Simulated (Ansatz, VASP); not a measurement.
# Cross-check of Hf (Hf strained to the junction's net) between VASP and Ansatz

Wanted: the spread between two codes on one cell, functional and k mesh. The structure shown is the end of the Ansatz relaxation below.

Calculated with Ansatz 0.2.0; plane waves, with VASP 6.6.1 beside it; single point at PBE.

## Step 1: The structure

It takes space group P6_3/mmc (No. 194, hexagonal). The conventional cell has a = 3.310 Å, b = 3.310 Å, c = 4.961 Å, α = 90.00°, β = 90.00°, γ = 120.00°. Hf has 12 Hf at 3.13 to 3.31 Å nearest.

## Step 2: Ansatz: relaxation, PBE

Ansatz runs on its default PAW (the set named soft_2) files.

This run makes the geometry at which the two programs are then compared.

The input, input.yaml:

```yaml
crystal:
  lattice:
    - [3.31, 0.0, 0.0]
    - [-1.655, 2.8665440865, 0.0]
    - [0.0, 0.0, 4.928484375]
  atoms:
    - { symbol: Hf, position: [0.0, 0.0, 0.0] }
    - { symbol: Hf, position: [0.3333333333, 0.6666666667, 0.5] }
kpoints:
  mp_grid: { grid: [12, 12, 6] }
scf:
  occupations: { method: fermi_dirac, width: 0.1 }
  max_iter: 150
hamiltonian:
  xc: pbe
relax:
  f_tol: 0.01
  max_steps: 40
  cell: { fix: [a, b, angles] }
```

Command:

```console
$ ansatz run input.yaml --threads 4 --pin off --max-ram 10240MiB --backend cpu --events-out ev --progress --plain --runs-dir out
```

Numbers of over 12 decimals in the logs are rounded to 6 here.

Output:

```text
Engine: ansatz 0.2.0, aarch64-unknown-linux-gnu
Pseudopotentials: kind: paw
Pseudopotential: Hf, paw, valence charge 26, recommended cutoff 420 eV (normal), Hf.paw.azcp
Functional definition: PBE
  parameter kappa = 0.804
  parameter beta = 0.066725
  exchange = pbe_x(kappa = kappa, mu = beta*pi^2/3)
  correlation = pbe_c(beta = beta)
Crystal: 2 atoms, lattice volume = 46.763 Å³
Basis set: ecut = 420 eV, 929 PW (Γ), exchange–correlation on 48×48×72 points (8 copies of the dense FFT grid, shifted against one another)
Bands: 32, of which v1, the nominal top of the filled ones, is band 26 counted from 1 (25 counted from 0)
Symmetry: 24 space group operations
Space group: P63/mmc (ITA 194), of the structure as read, at distance tolerance 3.6e-5 Å
k-points: 76 of 864
Non-local potential: Hf, projectors of the file, l = 0: 3, l = 1: 2, l = 2: 2, l = 3: 3
PAW form: soft (Blöchl's): semilocal exchange-correlation on the pseudo side does not see the compensation charge
PAW one-centre angular grid: Hf, 590 points (default); XC on 64 Gauss nodes
Initial density: superposition of atomic densities (neutral atoms: chi_scale 0, normalization atom), corrected by the library's trained network
Initial wavefunctions: pseudopotential atomic-orbital guess
Functional: x = pbe(κ = 0.804, μ = 0.219515), c = pbe(β = 0.066725)
SCF iter   1: F=—  HF=-31442.690831 eV  |F-HF|=—  |Δ(HF+E_count)|=         —  Δρ=3.07e-3  dr2=2.53e-3  ethr=1.77e-3  ⟨swp⟩=4.2  Hψ=7884  notcnv=0
preconditioner: auto → Kerker (q_TF=auto, 2.777 Å⁻¹)  [metal: Δε(μ)=0.032 eV  Ē_g=17.547 eV  σ=0.100 eV  W_gap=0.08  n_scr=22 (ndim 8)  ℏωp=37.6 eV  f_vac=0.000  D(μ)=1.59/eV (n_scr^D=8)]
SCF iter   2: F=—  HF=-31442.691193 eV  |F-HF|=—  |Δ(HF+E_count)|=   3.62e-4  Δρ=1.90e-3  dr2=1.05e-3  ethr=4.86e-6  ⟨swp⟩=2.3  Hψ=4547  notcnv=0
SCF iter   3: F=—  HF=-31442.691336 eV  |F-HF|=—  |Δ(HF+E_count)|=   1.43e-4  Δρ=3.00e-4  dr2=4.18e-5  ethr=2.03e-6  ⟨swp⟩=2.5  Hψ=3523  notcnv=0
SCF iter   4: F=—  HF=-31442.691330 eV  |F-HF|=—  |Δ(HF+E_count)|=   6.18e-6  Δρ=1.49e-4  dr2=6.60e-6  ethr=8.05e-8  ⟨swp⟩=2.1  Hψ=4447  notcnv=0
SCF iter   5: F=—  HF=-31442.691326 eV  |F-HF|=—  |Δ(HF+E_count)|=   4.59e-6  Δρ=5.15e-5  dr2=7.67e-7  ethr=1.27e-8  ⟨swp⟩=2.5  Hψ=4450  notcnv=0
SCF iter   6: F=-31442.691326 eV  HF=-31442.691326 eV  |F-HF|=8.77e-9  |Δ(HF+E_count)|=   2.71e-7  Δρ=1.42e-5  dr2=6.43e-8  ethr=1.92e-10  ⟨swp⟩=3.9  Hψ=11796  notcnv=0
SCF 1 converged in 6 iterations: F = -31442.691326 eV  dr2 = 6.43e-8
  greatest PAW one-centre occupation: 0.998 electrons in one spin orbital (limit 2), on the Hf atom at site 1 (counted from 0), in its partial waves of l = 0
relax step   1: F+E_penalty+E_count = -31442.69132596 eV  Δ(F+E_penalty+E_count) = +0.000e0 eV  max|allowed force component| = 2.035e-16 eV/Å  Δτ_max = 0.0000 Å  P = -3.310 GPa  Ω = 46.763 Å³  fix = [a, b, alpha, beta, gamma]  reactions: a -5.570, b -5.570 GPa  (6 SCF iters, dr2 threshold 1.00e-7 eV, accepted)
[...]
relax step   2: F+E_penalty+E_count = -31442.69171894 eV  Δ(F+E_penalty+E_count) = -3.930e-4 eV  max|allowed force component| = 1.018e-16 eV/Å  Δτ_max = 0.0000 Å  P = -4.443 GPa  Ω = 47.294 Å³  energy of the carried Pulay correction = -1.331e-4 eV  fix = [a, b, alpha, beta, gamma]  reactions: a -6.229, b -6.229 GPa  (5 SCF iters, dr2 threshold 2.00e-7 eV, accepted)
[...]
relax step   3: F+E_penalty+E_count = -31442.69239238 eV  Δ(F+E_penalty+E_count) = -6.734e-4 eV  max|allowed force component| = 2.868e-16 eV/Å  Δτ_max = 0.0000 Å  P = -3.978 GPa  Ω = 47.072 Å³  energy of the carried Pulay correction = -7.751e-5 eV  fix = [a, b, alpha, beta, gamma]  reactions: a -5.959, b -5.959 GPa  (4 SCF iters, dr2 threshold 2.00e-7 eV, accepted)
[...]
relax step   4: F+E_penalty+E_count = -31442.69246801 eV  Δ(F+E_penalty+E_count) = -7.563e-5 eV  max|allowed force component| = 2.868e-16 eV/Å  Δτ_max = 0.0000 Å  P = -3.977 GPa  Ω = 47.072 Å³  fix = [a, b, alpha, beta, gamma]  reactions: a -5.959, b -5.959 GPa  stress off target by 1.39e-2 GPa on what of the cell is left free  SCF on the basis re-selected at this cell (its energy is not comparable with the rows above)  (6 SCF iters)
basis re-selected at this cell: Δ(F+E_penalty+E_count) = -7.563e-5 eV, ΔP = +0.000 GPa vs the last step (what re-selecting the basis moved, of the pressure what is left beyond the Pulay correction that the steps carried, after the strain that the cell walked since its last selection, with what the two solves' SCF thresholds leave and, on support functions, any second-order correction that the steps lacked; it is no m [...]
SCF converged after 6 iterations
Free energy (F): -31442.692468 eV
Harris-Foulkes:  -31442.692468 eV  (|F-HF|=1.82e-11)
Internal energy: -31442.636939 eV  (E = F + TS)
E sigma→0 (E₀):  -31442.664703 eV
Entropy (-TS):   -0.055529 eV (-27.765 meV/atom)
Fermi energy:    18.823701 eV
--- Per-component energies (eV) ---
  E_band       = 10.080403
  E_kinetic    = 844.807929
  E_local      = -10427.175587  (includes V_loc(G=0)·N_el)
  E_nonlocal   = -2489.098009
  E_hartree    = 4883.280008
  E_xc         = -598.953637
  E_vxc        = -530.691652  (∫ρ·V_xc dr)
  E_paw        = -13854.784764  (= ΣΔE_a)
  E_vpaw       = 2845.677593  (= ΣTr[D̂ρ^β])
  E_aug_tail   = -0.000003  (compensation charges beyond the density's cutoff)
  E_ewald      = -9800.712876
  E_smearing   = -0.055529  (= −TS)
  E_closure    = -0.000000  (closes the sum)
  Σ components = -31442.692468   (vs F -31442.692468, Δ=0.00e0)
--- Forces (eV/Å), atoms counted from 1 ---
  atom   1  Hf     0.00000000    -0.00000000    -0.00000000
  atom   2  Hf    -0.00000000     0.00000000     0.00000000
  max |Σ_I F_I| component: 5.55e-17 eV/Å
--- Stress (GPa, compression-positive) ---
       -5.959261      -0.000000       0.000000
       -0.000000      -5.959261       0.000000
        0.000000       0.000000      -0.013899
  P = ⅓ Tr σ = -3.9775 GPa (-39.775 kbar)
--- Relaxed structure (3 steps of the walk, 3 accepted, 1 SCFs on fresh bases) ---
  F+E_penalty+E_count = -31442.69246801 eV   max|allowed force component| = 2.868e-16 eV/Å   (the final SCF, on the basis selected at the relaxed cell)
  cell:  # Å, volume = 47.0716 Å³
    - [3.310000, 0, 0.0]
    - [-1.655000, 2.866544, 0.0]
    - [0.0, 0.0, 4.961032]
  atoms:
    - { symbol: Hf, position: [9.251858539620023e-18, -5.08852219630634e-17, 0.0] }
    - { symbol: Hf, position: [0.333333, 0.666667, 0.5] }
```

## Step 3: VASP: single point, PBE

The same cell, functional, mesh and smearing now go to VASP, with its own data sets.

Lines of VASP's logs that name or quote its potential files are left out, and so is its time.

The input, INCAR:

```
SYSTEM = Hf
PREC = Accurate
ENCUT = 500
EDIFF = 1E-06
NELM = 120
ISMEAR = -1
SIGMA = 0.1
LREAL = .FALSE.
ALGO = Normal
GGA = PE
NBANDS = 16
LASPH = .TRUE.
LORBIT = 11
LWAVE = .FALSE.
LCHARG = .FALSE.
ISIF = 2
GGA_COMPAT = .FALSE.
```

The input, POSCAR:

```
Hf
1.0
    3.3100000000      0.0000000000      0.0000000000
   -1.6550000000      2.8665440865      0.0000000000
    0.0000000000      0.0000000000      4.9610317081
Hf
2
Direct
    0.0000000000      0.0000000000      0.0000000000
    0.3333333333      0.6666666667      0.5000000000
```

The input, KPOINTS:

```
Automatic mesh
0
Gamma
12 12 6
0 0 0
```

PAW data sets: Hf_pv (PBE family, release 64).

Command:

```console
$ mpirun -np 1 vasp_std
```

Output:

```text
[banner, memory and clock lines left out]
running    1 mpi-ranks, on    1 nodes
 distrk:  each k-point on    1 cores,    1 groups
 distr:  one band on    1 cores,    1 groups

 POSCAR found type information on POSCAR Hf
 POSCAR found :  1 types and       2 ions
 LDA part: xc-table for (Slater+PW92), standard interpolation
 POSCAR, INCAR and KPOINTS ok, starting setup
 FFT: planning ... GRIDC
 FFT: planning ... GRID_SOFT
 FFT: planning ... GRID
 WAVECAR not read
 entering main loop
       N       E                     dE             d eps       ncg     rms          rms(c)
DAV:   1     0.482079588341E+02    0.48208E+02   -0.11019E+04  2432   0.114E+03
DAV:   2    -0.188548098960E+02   -0.67063E+02   -0.65658E+02  3216   0.251E+02
DAV:   3    -0.205796118954E+02   -0.17248E+01   -0.17139E+01  3256   0.274E+01
DAV:   4    -0.205942501624E+02   -0.14638E-01   -0.14633E-01  2960   0.311E+00
DAV:   5    -0.205944593488E+02   -0.20919E-03   -0.20916E-03  3272   0.308E-01    0.626E+01
DAV:   6    -0.200194506978E+02    0.57501E+00   -0.57094E-01  2888   0.501E+00    0.370E+01
DAV:   7    -0.198259066127E+02    0.19354E+00   -0.94860E-01  2912   0.618E+00    0.185E+00
DAV:   8    -0.198136990784E+02    0.12208E-01   -0.65658E-02  2816   0.171E+00    0.393E-01
DAV:   9    -0.198137902462E+02   -0.91168E-04   -0.13151E-03  3360   0.273E-01    0.197E-01
DAV:  10    -0.198137720464E+02    0.18200E-04   -0.72742E-05  2936   0.575E-02    0.224E-01
DAV:  11    -0.198137757947E+02   -0.37483E-05   -0.70808E-06  3176   0.206E-02    0.583E-03
DAV:  12    -0.198137757016E+02    0.93027E-07   -0.40736E-07  1904   0.438E-03
   1 F= -.19813776E+02 E0= -.19786034E+02  d E =-.554836E-01
```

OUTCAR, selected parts (step 3):

```text
ion  position               nearest neighbor table
   1  0.000  0.000  0.000-   2 3.13   2 3.13   2 3.13   2 3.13   2 3.13   2 3.13
   2  0.333  0.667  0.500-   1 3.13   1 3.13   1 3.13   1 3.13   1 3.13   1 3.13

  LATTYP: Found a hexagonal cell.
 ALAT       =     3.3100000000
 C/A-ratio  =     1.4988011203

 Subroutine GETGRP returns: Found 24 space group operations
 (whereof 12 operations were pure point group operations)

The static configuration has the point symmetry D_3h.
 The point group associated with its full space group is D_6h.

 Found     76 irreducible k-points:

   k-points           NKPTS =     76   k-points in BZ     NKDIM =     76   number of bands    NBANDS=     16

   dimension x,y,z NGX =    24 NGY =   24 NGZ =   36
   dimension x,y,z NGXF=    48 NGYF=   48 NGZF=   72

   ENCUT  =  500.0 eV  36.75 Ry    6.06 a.u.   6.03  6.03  9.05*2*pi/ulx,y,z

   NELECT =      20.0000    total number of electrons

 k-points in reciprocal lattice and weights: Automatic mesh
   0.00000000  0.00000000  0.00000000       0.001
   0.08333333 -0.00000000  0.00000000       0.007
   0.16666667 -0.00000000  0.00000000       0.007
   0.25000000 -0.00000000  0.00000000       0.007
   0.33333333  0.00000000  0.00000000       0.007
   0.41666667 -0.00000000  0.00000000       0.007
   0.50000000 -0.00000000  0.00000000       0.003
   0.08333333  0.08333333  0.00000000       0.007
   0.16666667  0.08333333  0.00000000       0.014
[...]
0.33333333  0.25000000  0.50000000       0.014
   0.33333333  0.33333333  0.50000000       0.002

 average (electrostatic) potential at core
       1 -37.9221       2 -37.9221

 E-fermi :   4.5750

 k-point     1 :       0.0000    0.0000    0.0000
  band No.  band energies     occupation
    ...
      4     -25.8417      2.00000
      5     -25.8417      2.00000
      6     -25.7959      2.00000
      7      -2.6290      2.00000
      8       1.1471      2.00000
      9       5.5041      0.00018
     10       5.6167      0.00006
     11       5.6167      0.00006
     12       6.4801      0.00000
     13       6.5174      0.00000
    ...

 k-point     2 :       0.0833   -0.0000    0.0000
  band No.  band energies     occupation
    ...
      4     -25.8702      2.00000
      5     -25.8443      2.00000
      6     -25.8051      2.00000
      7      -2.4394      2.00000
      8       1.3235      2.00000
      9       5.2041      0.00370
     10       5.2102      0.00348
     11       5.7930      0.00001
     12       6.3197      0.00000
     13       6.5157      0.00000
    ...

 k-point     3 :       0.1667   -0.0000    0.0000
  band No.  band energies     occupation
    ...
      6     -25.8324      2.00000
      7      -1.8942      2.00000
      8       1.7938      2.00000
      9       4.5061      1.33168
     10       4.5209      1.26415
     11       5.8799      0.00000
     12       6.1347      0.00000
     13       6.2395      0.00000
     14       6.3130      0.00000
     15       7.1550      0.00000
    ...

  Total       -1.8710801     -1.8710801     -0.1545635     -0.0000000      0.0000000     -0.0000000
  in kB      -63.6860525    -63.6860525     -5.2608876     -0.0000000      0.0000000     -0.0000000
  external PRESSURE =     -44.2109975 kB  Pullay stress =       0.0000000 kB

  energy-cutoff  :      500.00
  volume of cell :       47.07
      direct lattice vectors                 reciprocal lattice vectors
     3.310000000  0.000000000  0.000000000     0.302114804  0.174426063  0.000000000
    -1.655000000  2.866544086  0.000000000     0.000000000  0.348852126  0.000000000
     0.000000000  0.000000000  4.961031708     0.000000000  0.000000000  0.201570975

 POSITION                                       TOTAL-FORCE (eV/Angst)
 -----------------------------------------------------------------------------------
      0.00000      0.00000      0.00000         0.000000      0.000000      0.000000
     -0.00000      1.91103      2.48052        -0.000000      0.000000      0.000000
 -----------------------------------------------------------------------------------
    total drift:                                0.000000     -0.000000     -0.000000

  FREE ENERGIE OF THE ION-ELECTRON SYSTEM (eV)
  ---------------------------------------------------
  free  energy   TOTEN  =       -19.8137757016 eV

  energy  without entropy=      -19.7582921438  energy(sigma->0) =      -19.78603392

 total charge
# of ion       s       p       d       tot
------------------------------------------
    1        0.384   6.366   1.490   8.240
    2        0.384   6.366   1.490   8.240
--------------------------------------------------
tot          0.768  12.731   2.980  16.479

[... 3 further parts left out ...]
```

The run ends at a pressure of -4.42 GPa.

## Step 4: Comparison

Known differences besides the potentials themselves: the data sets hold 52 valence electrons in Ansatz (on its default PAW (the set named soft_2) files) and 20 in VASP; the cutoff is 420 eV in Ansatz and 500 eV in VASP; Ansatz's pressure holds a Pulay correction, VASP's none. Total energies have different zeros and are not compared.

Both answers:

| quantity | Ansatz | VASP | difference |
| --- | --- | --- | --- |
| pressure (GPa) | -3.98 | -4.42 | +0.44 |

## Step 5: What came out

```json
{
 "difference in pressure (single point, PBE)": "0.44 GPa"
}
```

In words: The difference in pressure is 0.44 GPa (single point, PBE), within the 1 GPa picked in this series as the mark of a large difference. The data sets hold unlike numbers of valence electrons (52 in Ansatz and 20 in VASP), so part of the differences comes from the potentials. How closely two codes agree says nothing of how well the functional describes the real material.

[Lines on the potential files, build, host, timing and source positions are cut from VASP's logs without a mark.]

[Logs are printed without paths, hosts, clocks, repeated set-up lines and the standing remarks that a program may print on its own settings, such as how far it seeks lower states.]

[Hosts, paths, dates, database ids (printed as entryN), source tags and the programs' standing remarks are cut or masked in the printed files.]
